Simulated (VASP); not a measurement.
Energy against volume of Cr (bcc, AFM order). Calculation: PBE GGA, VASP's PBE PAW potentials (set 64) (plane waves; VASP). Numerical set-up: 520 eV cut-off, 13×13×13 Γ-centred mesh, first-order Methfessel-Paxton smearing of 0.10 eV, potentials Cr_pv.

```tsv
V (Å³/atom)	E (eV/atom)
11.052	-9.50028
11.405	-9.52340
11.757	-9.53085
12.110	-9.52606
```

Fit these four points and predict the energy of the run at 12.463 Å³/atom.

A cubic in V^(−2/3), the third-order Birch-Murnaghan form, passes through the four points with V0 = 11.78 Å³/atom and B0 = 182 GPa, and gives -9.5117 eV/atom there. The run gave -9.5117 eV/atom, +0.0 meV/atom from the fit; all five points give B0 = 182 GPa.

The compound is Cr in the bcc, AFM order structure. It was relaxed first.
